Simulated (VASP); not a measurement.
A VASP calculation is set up with these files.

### INCAR
```
SYSTEM = LiH
PREC = Accurate
ENCUT = 520
EDIFF = 1E-6
NELM = 100
ALGO = Normal
LREAL = .FALSE.
LASPH = .TRUE.
ISMEAR = 0
SIGMA = 0.05
GGA = PE
LWAVE = .FALSE.
LCHARG = .FALSE.
ISIF = 2
```

**POSCAR**
```
LiH
1
    2.0808000000     0.0000000000     2.0808000000
    0.0000000000     2.0808000000     2.0808000000
    2.0808000000     2.0808000000     0.0000000000
Li H
1 1
Direct
  0.0000000000   0.0000000000   0.0000000000
  0.5000000000   0.5000000000   0.5000000000
```

**KPOINTS**
```
Automatic mesh
0
Gamma
8 8 8
0 0 0
```

POTCAR, in this order: Li_sv H (PBE.64 set). Program: vasp_std.

The run wrote:

### standard output
```
 -----------------------------------------------------------------------------
|                                                                             |
|     EEEEEEE  RRRRRR   RRRRRR   OOOOOOO  RRRRRR      ###     ###     ###     |
|     E        R     R  R     R  O     O  R     R     ###     ###     ###     |
|     E        R     R  R     R  O     O  R     R     ###     ###     ###     |
|     EEEEE    RRRRRR   RRRRRR   O     O  RRRRRR       #       #       #      |
|     E        R   R    R   R    O     O  R   R                               |
|     E        R    R   R    R   O     O  R    R      ###     ###     ###     |
|     EEEEEEE  R     R  R     R  OOOOOOO  R     R     ###     ###     ###     |
|                                                                             |
|     ERROR: the triple product of the basis vectors is negative exchange     |
|     two basis vectors                                                       |
|                                                                             |
|       ---->  I REFUSE TO CONTINUE WITH THIS SICK JOB ... BYE!!! <----       |
|                                                                             |
 -----------------------------------------------------------------------------
```

**Question.** From input and log, find the fault in this run and mend it.

**Answer.** The cause: the lattice vectors form a left-handed set. VASP stops with an error: ERROR: the triple product of the basis vectors is negative exchange two basis vectors ----> I REFUSE TO CONTINUE WITH THIS SICK JOB ... BYE!!! <---- To mend it, correct POSCAR.
File POSCAR:
```
LiH
1
    0.0000000000     2.0808000000     2.0808000000
    2.0808000000     0.0000000000     2.0808000000
    2.0808000000     2.0808000000     0.0000000000
Li H
1 1
Direct
  0.0000000000   0.0000000000   0.0000000000
  0.5000000000   0.5000000000   0.5000000000
```
The mended run (PBE GGA, plane waves, VASP's PBE PAW potentials (set 64)) converges, and its OSZICAR ends with
```
   1 F= -.61048058E+01 E0= -.61048058E+01  d E =-.816424E-13
```

The compound is LiH in the rock salt structure. The cell was not relaxed at this level.
